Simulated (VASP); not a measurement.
Data:

```yaml
crystal:
  lattice:
    - [0.00000, 3.33013, 3.33013]
    - [3.33013, 0.00000, 3.33013]
    - [3.33013, 3.33013, 0.00000]
  atoms:
    - { symbol: In, position: [0.00000, 0.00000, 0.00000] }
    - { symbol: Sb, position: [0.25000, 0.25000, 0.25000] }
```

Calculation: TPSS meta-GGA, VASP's PBE PAW potentials (set 64) (plane waves; VASP). Settings: 520 eV cut-off, 10×10×10 Γ-centred mesh, first-order Methfessel-Paxton smearing of 0.10 eV, potentials In_d Sb.

### Question
Give the stress tensor in GPa (positive for a compressed cell).

### Answer

```
-1.05   0.00   0.00
 0.00  -1.05   0.00
 0.00   0.00  -1.05
```
The pressure is its mean diagonal, -1.05 GPa.

The compound is InSb in the zinc blende structure. This cell is one point of a volume scan, at 1.03 of the reference volume.
